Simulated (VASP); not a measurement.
A run of VASP 6.6.1:

Contents of INCAR:

```
PREC = Accurate
ENCUT = 520
EDIFF = 1E-6
ISMEAR = -1
SIGMA = 0.0445
LREAL = F
LASPH = T
NELM = 60
ALGO = Normal
ISIF = 2
LWAVE = F
LCHARG = T
GGA = PS
LELF = T
LVHAR = T
NBANDS = 18
```

The input KPOINTS:

```
Automatic mesh
0
Gamma
  5 5 5
```

Contents of POSCAR:

```
RbW
1.0
    0.0000000000      3.2183930000      3.2183930000
    3.2183930000      0.0000000000      3.2183930000
    3.2183930000      3.2183930000      0.0000000000
W Rb
1 1
Direct
    0.0000000000      0.0000000000      0.0000000000
    0.5000000000      0.5000000000      0.5000000000
```

Potentials or basis: VASP PAW PBE potentials, release 64 (W_sv, Rb_sv).

Launch:

```bash
$ cat potpaw_PBE.64/W_sv/POTCAR potpaw_PBE.64/Rb_sv/POTCAR > POTCAR
$ mpirun -np 1 vasp_std > vasp.out
```

Hardware: 1 thread of Intel(R) Xeon(R) 6975P-C (Granite Rapids) (shared host).

Estimate the wall time of this run.

Run time: 6.8 s on 1 thread of Intel(R) Xeon(R) 6975P-C (Granite Rapids), on a shared host, peak memory 0.2 GiB. Counts: scf iterations 12, k points 10.
